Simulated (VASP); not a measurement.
OSZICAR of a VASP run on GdN (rock salt):

File OSZICAR:
```
       N       E                     dE             d eps       ncg     rms          rms(c)
DAV:   1     0.433915434084E+02    0.43392E+02   -0.72931E+03   464   0.161E+03
DAV:   2    -0.170893170049E+02   -0.60481E+02   -0.59030E+02   856   0.222E+02
DAV:   3    -0.184654098106E+02   -0.13761E+01   -0.13761E+01   504   0.402E+01
DAV:   4    -0.184864752652E+02   -0.21065E-01   -0.21065E-01   744   0.402E+00
DAV:   5    -0.184866484973E+02   -0.17323E-03   -0.17323E-03   576   0.267E-01    0.268E+01
DAV:   6    -0.163832880673E+02    0.21034E+01   -0.27186E+01   512   0.364E+01    0.261E+01
DAV:   7    -0.161649393877E+02    0.21835E+00   -0.22711E+00   496   0.109E+01    0.167E+01
DAV:   8    -0.161637793647E+02    0.11600E-02   -0.94102E-02   568   0.431E+00    0.286E+00
DAV:   9    -0.161622084742E+02    0.15709E-02   -0.93471E-03   640   0.846E-01    0.373E-01
DAV:  10    -0.161624371429E+02   -0.22867E-03   -0.10430E-03   640   0.337E-01    0.485E-02
DAV:  11    -0.161624213905E+02    0.15752E-04   -0.12455E-04   608   0.751E-02    0.166E-02
DAV:  12    -0.161624221545E+02   -0.76397E-06   -0.83045E-06   552   0.322E-02
   1 F= -.16162422E+02 E0= -.16162262E+02  d E =-.319708E-03
```

Q: Which electronic solver shows in the log?

A: It is blocked Davidson (ALGO = Normal, or the opening steps of other solvers). The INCAR had ALGO = Normal.

Q: Can the final energy be trusted as converged?

A: Self-consistency was reached. It stopped with EDIFF = 1E-6, NELM = 100 (PBE GGA, plane waves, VASP's PBE PAW potentials (set 64)). The 4f electrons are frozen in the core of the lanthanide potential, so 4f levels, which can set the real gap, and their magnetism are missing.

The compound is GdN in the rock salt structure. The cell was not relaxed at this level. The run is one of a series of settings (NBANDS = 8 against the base run), some of them coarse on purpose. VASP warned that the highest band is occupied, so more bands are needed.
